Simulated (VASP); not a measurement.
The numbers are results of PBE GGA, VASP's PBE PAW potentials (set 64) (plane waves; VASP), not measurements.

The input files of a VASP run:

**INCAR**
```
SYSTEM = Zn32Se31
PREC = Normal
ENCUT = 400
EDIFF = 1E-5
NELM = 100
ALGO = Fast
LREAL = Auto
LASPH = .TRUE.
ISMEAR = 0
SIGMA = 0.05
GGA = PE
LMAXMIX = 4
LWAVE = .FALSE.
LCHARG = .FALSE.
NELMIN = 4
ISYM = 0
NELECT = 568.0
IBRION = 2
ISIF = 2
NSW = 60
EDIFFG = -0.03
```

### POSCAR
```
Zn32Se31
1.0
 11.4825331920   0.0000000000   0.0000000000
  0.0000000000  11.4825331920   0.0000000000
  0.0000000000   0.0000000000  11.4825331920
Zn Se
32 31
direct
  0.5000000000   0.0000000000   0.0000000000
  0.7500000000   0.2500000000   0.0000000000
  0.7500000000   0.0000000000   0.2500000000
  0.0000000000   0.0000000000   0.0000000000
  0.2500000000   0.2500000000   0.0000000000
  0.5000000000   0.5000000000   0.0000000000
  0.7500000000   0.7500000000   0.0000000000
  0.2500000000   0.0000000000   0.2500000000
  0.4978580000   0.2462030000   0.2537670000
  0.7504110000   0.5041210000   0.2535040000
  0.5000000000   0.0000000000   0.5000000000
  0.7539310000   0.2542560000   0.4982490000
  0.7500000000   0.0000000000   0.7500000000
  0.0000000000   0.5000000000   0.0000000000
  0.2500000000   0.7500000000   0.0000000000
  0.0000000000   0.2500000000   0.2500000000
  0.2500000000   0.5000000000   0.2500000000
  0.5000000000   0.7500000000   0.2500000000
  0.0000000000   0.0000000000   0.5000000000
  0.2500000000   0.2500000000   0.5000000000
  0.5010700000   0.5041300000   0.5014600000
  0.7500000000   0.7500000000   0.5000000000
  0.2500000000   0.0000000000   0.7500000000
  0.5000000000   0.2500000000   0.7500000000
  0.7500000000   0.5000000000   0.7500000000
  0.0000000000   0.7500000000   0.2500000000
  0.0000000000   0.5000000000   0.5000000000
  0.2500000000   0.7500000000   0.5000000000
  0.0000000000   0.2500000000   0.7500000000
  0.2500000000   0.5000000000   0.7500000000
  0.5000000000   0.7500000000   0.7500000000
  0.0000000000   0.7500000000   0.7500000000
  0.6250000000   0.1250000000   0.1250000000
  0.8750000000   0.3750000000   0.1250000000
  0.8750000000   0.1250000000   0.3750000000
  0.1250000000   0.1250000000   0.1250000000
  0.3750000000   0.3750000000   0.1250000000
  0.6250000000   0.6250000000   0.1250000000
  0.8750000000   0.8750000000   0.1250000000
  0.3750000000   0.1250000000   0.3750000000
  0.8750000000   0.6250000000   0.3750000000
  0.6250000000   0.1250000000   0.6250000000
  0.8750000000   0.3750000000   0.6250000000
  0.8750000000   0.1250000000   0.8750000000
  0.1250000000   0.6250000000   0.1250000000
  0.3750000000   0.8750000000   0.1250000000
  0.1250000000   0.3750000000   0.3750000000
  0.3750000000   0.6250000000   0.3750000000
  0.6250000000   0.8750000000   0.3750000000
  0.1250000000   0.1250000000   0.6250000000
  0.3750000000   0.3750000000   0.6250000000
  0.6250000000   0.6250000000   0.6250000000
  0.8750000000   0.8750000000   0.6250000000
  0.3750000000   0.1250000000   0.8750000000
  0.6250000000   0.3750000000   0.8750000000
  0.8750000000   0.6250000000   0.8750000000
  0.1250000000   0.8750000000   0.3750000000
  0.1250000000   0.6250000000   0.6250000000
  0.3750000000   0.8750000000   0.6250000000
  0.1250000000   0.3750000000   0.8750000000
  0.3750000000   0.6250000000   0.8750000000
  0.6250000000   0.8750000000   0.8750000000
  0.1250000000   0.8750000000   0.8750000000
```

### KPOINTS
```
Automatic mesh
0
Gamma
1 1 1
0 0 0
```

POTCAR, in this order: Zn Se (PBE.64 set). Program: vasp_gam.

The run wrote:

File OSZICAR:
```
...
   4 F= -.18809333E+03 E0= -.18809333E+03  d E =-.894965E+00
       N       E                     dE             d eps       ncg     rms          rms(c)
DAV:   1    -0.188235737595E+03   -0.14240E+00   -0.16442E+02   688   0.164E+01    0.124E+00
RMM:   2    -0.188368517357E+03   -0.13278E+00   -0.13889E+00   680   0.191E+00    0.454E-01
RMM:   3    -0.188376600736E+03   -0.80834E-02   -0.10603E-01   680   0.520E-01    0.341E-01
RMM:   4    -0.188377398534E+03   -0.79780E-03   -0.13374E-02   690   0.233E-01    0.284E-01
RMM:   5    -0.188377274278E+03    0.12426E-03   -0.48503E-03   680   0.121E-01    0.577E-02
RMM:   6    -0.188377372370E+03   -0.98092E-04   -0.88834E-04   693   0.521E-02    0.436E-02
RMM:   7    -0.188377376352E+03   -0.39818E-05   -0.19502E-04   627   0.245E-02    0.205E-02
RMM:   8    -0.188377403393E+03   -0.27041E-04   -0.11809E-04   536   0.166E-02    0.138E-02
RMM:   9    -0.188377399053E+03    0.43402E-05   -0.20093E-05   446   0.879E-03
   5 F= -.18837740E+03 E0= -.18837740E+03  d E =-.284065E+00
       N       E                     dE             d eps       ncg     rms          rms(c)
DAV:   1    -0.185712320822E+03    0.26651E+01   -0.13283E+03   688   0.561E+01    0.450E+00
RMM:   2    -0.188472532075E+03   -0.27602E+01   -0.28615E+01   680   0.923E+00    0.198E+00
RMM:   3    -0.188634071335E+03   -0.16154E+00   -0.19053E+00   680   0.218E+00    0.107E+00
RMM:   4    -0.188652111817E+03   -0.18040E-01   -0.18827E-01   686   0.829E-01    0.102E+00
RMM:   5    -0.188652705682E+03   -0.59386E-03   -0.55173E-02   680   0.433E-01    0.177E-01
RMM:   6    -0.188653498938E+03   -0.79326E-03   -0.10652E-02   687   0.171E-01    0.120E-01
RMM:   7    -0.188653415755E+03    0.83183E-04   -0.18407E-03   691   0.726E-02    0.770E-02
RMM:   8    -0.188653486548E+03   -0.70793E-04   -0.11734E-03   680   0.520E-02    0.418E-02
RMM:   9    -0.188653460060E+03    0.26488E-04   -0.17114E-04   566   0.261E-02    0.209E-02
RMM:  10    -0.188653466616E+03   -0.65561E-05   -0.97287E-05   532   0.130E-02
   6 F= -.18865347E+03 E0= -.18865347E+03  d E =-.560133E+00
       N       E                     dE             d eps       ncg     rms          rms(c)
DAV:   1    -0.188481463603E+03    0.17200E+00   -0.27248E+02   712   0.244E+01    0.275E+00
RMM:   2    -0.188817659531E+03   -0.33620E+00   -0.35211E+00   680   0.335E+00    0.808E-01
RMM:   3    -0.188845720820E+03   -0.28061E-01   -0.32133E-01   683   0.106E+00    0.623E-01
RMM:   4    -0.188848532494E+03   -0.28117E-02   -0.43483E-02   693   0.468E-01    0.548E-01
RMM:   5    -0.188848101470E+03    0.43102E-03   -0.11317E-02   680   0.212E-01    0.115E-01
RMM:   6    -0.188848356570E+03   -0.25510E-03   -0.23490E-03   683   0.890E-02    0.748E-02
RMM:   7    -0.188848284259E+03    0.72311E-04   -0.48983E-04   686   0.439E-02    0.313E-02
RMM:   8    -0.188848296025E+03   -0.11766E-04   -0.45315E-04   655   0.274E-02    0.217E-02
RMM:   9    -0.188848283076E+03    0.12949E-04   -0.72354E-05   522   0.178E-02    0.715E-03
RMM:  10    -0.188848285734E+03   -0.26579E-05   -0.16694E-05   432   0.590E-03
   7 F= -.18884829E+03 E0= -.18884829E+03  d E =-.194819E+00
       N       E                     dE             d eps       ncg     rms          rms(c)
DAV:   1    -0.188847549292E+03    0.73378E-03   -0.47983E+00   736   0.311E+00    0.350E-01
RMM:   2    -0.188851136721E+03   -0.35874E-02   -0.37644E-02   680   0.334E-01    0.100E-01
RMM:   3    -0.188851581049E+03   -0.44433E-03   -0.47629E-03   683   0.127E-01    0.763E-02
RMM:   4    -0.188851617075E+03   -0.36026E-04   -0.67263E-04   694   0.553E-02    0.569E-02
RMM:   5    -0.188851614924E+03    0.21515E-05   -0.16610E-04   678   0.275E-02    0.155E-02
RMM:   6    -0.188851619819E+03   -0.48956E-05   -0.35723E-05   488   0.108E-02
   8 F= -.18885162E+03 E0= -.18885162E+03  d E =-.198153E+00
       N       E                     dE             d eps       ncg     rms          rms(c)
DAV:   1    -0.188882504977E+03   -0.30890E-01   -0.24051E+01   712   0.867E+00    0.795E-01
RMM:   2    -0.188898471030E+03   -0.15966E-01   -0.20227E-01   680   0.860E-01    0.290E-01
RMM:   3    -0.188900280260E+03   -0.18092E-02   -0.27292E-02   680   0.313E-01    0.237E-01
RMM:   4    -0.188900256540E+03    0.23720E-04   -0.45972E-03   689   0.155E-01    0.172E-01
RMM:   5    -0.188900101111E+03    0.15543E-03   -0.16520E-03   680   0.753E-02    0.475E-02
RMM:   6    -0.188900120575E+03   -0.19465E-04   -0.32781E-04   684   0.302E-02    0.359E-02
RMM:   7    -0.188900113459E+03    0.71164E-05   -0.18692E-04   667   0.226E-02    0.141E-02
RMM:   8    -0.188900114047E+03   -0.58818E-06   -0.25586E-05   442   0.101E-02
   9 F= -.18890011E+03 E0= -.18890011E+03  d E =-.484942E-01
       N       E                     dE             d eps       ncg     rms          rms(c)
DAV:   1    -0.188902388797E+03   -0.22753E-02   -0.31845E+00   744   0.315E+00    0.291E-01
RMM:   2    -0.188904457501E+03   -0.20687E-02   -0.26228E-02   680   0.301E-01    0.105E-01
RMM:   3    -0.188904701557E+03   -0.24406E-03   -0.35538E-03   680   0.112E-01    0.857E-02
RMM:   4    -0.188904695063E+03    0.64945E-05   -0.58408E-04   689   0.541E-02    0.572E-02
RMM:   5    -0.188904679745E+03    0.15318E-04   -0.20212E-04   680   0.272E-02    0.178E-02
RMM:   6    -0.188904683207E+03   -0.34623E-05   -0.42556E-05   480   0.110E-02
  10 F= -.18890468E+03 E0= -.18890468E+03  d E =-.530634E-01
       N       E                     dE             d eps       ncg     rms          rms(c)
DAV:   1    -0.188904697248E+03   -0.17503E-04   -0.82695E-02   760   0.510E-01    0.485E-02
RMM:   2    -0.188904766007E+03   -0.68759E-04   -0.82221E-04   680   0.587E-02    0.181E-02
RMM:   3    -0.188904772885E+03   -0.68782E-05   -0.10395E-04   656   0.198E-02    0.167E-02
RMM:   4    -0.188904773149E+03   -0.26400E-06   -0.17798E-05   405   0.972E-03
  11 F= -.18890477E+03 E0= -.18890477E+03  d E =-.531533E-01
       N       E                     dE             d eps       ncg     rms          rms(c)
DAV:   1    -0.188905433987E+03   -0.66110E-03   -0.50565E+00   688   0.393E+00    0.556E-01
RMM:   2    -0.188913325245E+03   -0.78913E-02   -0.89240E-02   680   0.507E-01    0.188E-01
RMM:   3    -0.188914178005E+03   -0.85276E-03   -0.11016E-02   680   0.193E-01    0.137E-01
RMM:   4    -0.188914205242E+03   -0.27237E-04   -0.17532E-03   693   0.884E-02    0.113E-01
RMM:   5    -0.188914161459E+03    0.43783E-04   -0.51561E-04   680   0.439E-02    0.277E-02
RMM:   6    -0.188914170526E+03   -0.90671E-05   -0.96783E-05   559   0.171E-02
  12 F= -.18891417E+03 E0= -.18891417E+03  d E =-.939738E-02
       N       E                     dE             d eps       ncg     rms          rms(c)
DAV:   1    -0.188914067168E+03    0.94291E-04   -0.11345E-01   752   0.591E-01    0.842E-02
RMM:   2    -0.188914266010E+03   -0.19884E-03   -0.22236E-03   680   0.822E-02    0.301E-02
RMM:   3    -0.188914287869E+03   -0.21859E-04   -0.27329E-04   672   0.304E-02    0.239E-02
RMM:   4    -0.188914288758E+03   -0.88885E-06   -0.44518E-05   513   0.144E-02
  13 F= -.18891429E+03 E0= -.18891429E+03  d E =-.951561E-02
       N       E                     dE             d eps       ncg     rms          rms(c)
DAV:   1    -0.188914946789E+03   -0.65892E-03   -0.23867E+00   688   0.271E+00    0.265E-01
RMM:   2    -0.188916787599E+03   -0.18408E-02   -0.21361E-02   680   0.264E-01    0.978E-02
RMM:   3    -0.188917024721E+03   -0.23712E-03   -0.28702E-03   681   0.101E-01    0.751E-02
RMM:   4    -0.188917033424E+03   -0.87035E-05   -0.45928E-04   699   0.457E-02    0.614E-02
RMM:   5    -0.188917022105E+03    0.11319E-04   -0.15468E-04   668   0.231E-02    0.142E-02
RMM:   6    -0.188917023740E+03   -0.16351E-05   -0.25838E-05   446   0.911E-03
  14 F= -.18891702E+03 E0= -.18891702E+03  d E =-.273498E-02
```

OUTCAR:
```
------------------------ aborting loop because EDIFF is reached ----------------------------------------
  FORCE on cell =-STRESS in cart. coord.  units (eV):
  Direction    XX          YY          ZZ          XY          YZ          ZX
  --------------------------------------------------------------------------------------
  Total       -8.5081593     -8.5166105     -8.5017196      0.0053165     -0.0071615      0.0178772
  in kB       -9.0039498     -9.0128935     -8.9971349      0.0056263     -0.0075788      0.0189190
  external PRESSURE =      -9.0046594 kB  Pullay stress =       0.0000000 kB
  volume of cell :     1513.96
      direct lattice vectors                 reciprocal lattice vectors
    11.482533192  0.000000000  0.000000000     0.087088797  0.000000000  0.000000000
     0.000000000 11.482533192  0.000000000     0.000000000  0.087088797  0.000000000
     0.000000000  0.000000000 11.482533192     0.000000000  0.000000000  0.087088797
  FREE ENERGIE OF THE ION-ELECTRON SYSTEM (eV)
  ---------------------------------------------------
  free  energy   TOTEN  =      -188.9170237397 eV

  energy  without entropy=     -188.9170237397  energy(sigma->0) =     -188.91702374

 reached required accuracy - stopping structural energy minimisation
```
(Selected blocks of OUTCAR.)

CONTCAR:
```
Zn32Se31
   1.00000000000000
    11.4825331920000000    0.0000000000000000    0.0000000000000000
     0.0000000000000000   11.4825331920000000    0.0000000000000000
     0.0000000000000000    0.0000000000000000   11.4825331920000000
  Zn              Se
    32    31
Direct
     0.4997192096981076    0.9985530158427626    0.9983971128591850
     0.7498020806515193    0.2502870111565196    0.9965869141145534
     0.7498959610340971    0.9962419484382803    0.2501743105775696
     0.0003325722345881    0.9997512571819557    0.9996045985896059
     0.2485926632056865    0.2498284015941524    0.9985229061841601
     0.5002180893345383    0.4999293040447020    0.9966489129374542
     0.7502965378226728    0.7517382054390918    0.9984246085118540
     0.2483008244463308    0.9984478593690334    0.2496839504469443
     0.4706649530432691    0.2204902168801243    0.2212335334320956
     0.7793591992429358    0.5298757421126585    0.2210446086138904
     0.5001662888046164    0.9962622068755189    0.5000289853797496
     0.7800349539924351    0.2208895868457757    0.5294861961284599
     0.7501789864188178    0.9987468985414718    0.7515684287307304
     0.0015197186331990    0.5002792660693626    0.9985389682373023
     0.2496220675709859    0.7503693818441136    0.9996344704003479
     0.0040072778817601    0.2502209885599453    0.2501071580958246
     0.2462788353307808    0.4999615559615784    0.2502274209860081
     0.5000593684248711    0.7542449176312477    0.2500853940275808
     0.0016936729106079    0.9985456721674186    0.5003151904570765
     0.2461420365936367    0.2502037920647098    0.5000425772220448
     0.4707028083633335    0.5297296300279527    0.5294280582536377
     0.7499700650569782    0.7542287959864507    0.5000812264157235
     0.2496741120670242    0.9997410350032587    0.7504089776726222
     0.5001647294725229    0.2503124324273296    0.7537832039249291
     0.7498808454607390    0.4999971617732115    0.7540583923142689
     0.0015897555124127    0.7516351027774404    0.2497500182198623
     0.0042452435741058    0.5000553951257893    0.5000617807886594
     0.2484845307272165    0.7517636049308918    0.5003196841938693
     0.0015180508691678    0.2497974633693975    0.7517027298983477
     0.2484923701619249    0.5003160984377429    0.7516863283515424
     0.4997381874452460    0.7515384804493785    0.7516830705151286
     0.0003544643937817    0.7504638050322641    0.7504232630925859
     0.6277440286919581    0.1234572418504141    0.1236427008797884
     0.8764575747459565    0.3723897237230762    0.1237510024687932
     0.8767940915794993    0.1235148914589278    0.3720820181309389
     0.1252179223051780    0.1249352023327093    0.1247974269862222
     0.3735981803812508    0.3777525306041492    0.1237566812007344
     0.6221502433573507    0.6269052773047011    0.1235907789534127
     0.8751891214256073    0.8748806513864619    0.1248774792147664
     0.3731676213913932    0.1232204245997323    0.3781555902353150
     0.8767865721628999    0.6268748109443407    0.3782908415217772
     0.6223557079533260    0.1238020751939883    0.6264004434494530
     0.8768722816933450    0.3782633195307091    0.6268291073984898
     0.8750780230560463    0.1249973463526716    0.8749535096752128
     0.1248182113217131    0.6251694334583385    0.1248815157635607
     0.3747734640276885    0.8753572640162774    0.1247897706802714
     0.1250745844091428    0.3750758427059318    0.3750451841374763
     0.3734949694352024    0.6268556289900716    0.3721126848973896
     0.6250125931455434    0.8751216625085175    0.3750540414406183
     0.1247793121425495    0.1249359680912421    0.6252742167261024
     0.3735059554991041    0.3723968290805931    0.6264888862551377
     0.6280155480361396    0.6268469230688622    0.6267188109850929
     0.8752542940560188    0.8755136803964650    0.6253156363848267
     0.3748975467418958    0.1249570461186830    0.8751864511725023
     0.6250004319479112    0.3750918904947101    0.8751496586764386
     0.8752053482569239    0.6252687371890366    0.8753175941705330
     0.1249913762132062    0.8750651176894250    0.3749976568724963
     0.1254328324342823    0.6253503805521190    0.6253062779526330
     0.3749131487294808    0.8748520377528302    0.6252853089876013
     0.1250436275310148    0.3750453626492420    0.8751688505859557
     0.3749191975683442    0.6251225074513501    0.8749603588941711
     0.6250161197397149    0.8751798844352225    0.8750188381805692
     0.1250096096404036    0.8750640741076713    0.8750376975481111
```

The cell is charged, with a uniform compensating background. The supercell is sampled at Γ alone, which is coarse: total energies, pressure and levels can be off, energies of defects by several tenths of an eV.

The cell is a supercell with a defect, built from ZnSe (zinc blende): vac_Se, charge +2. The run is not spin-polarised, so no state with unpaired spins was tried.
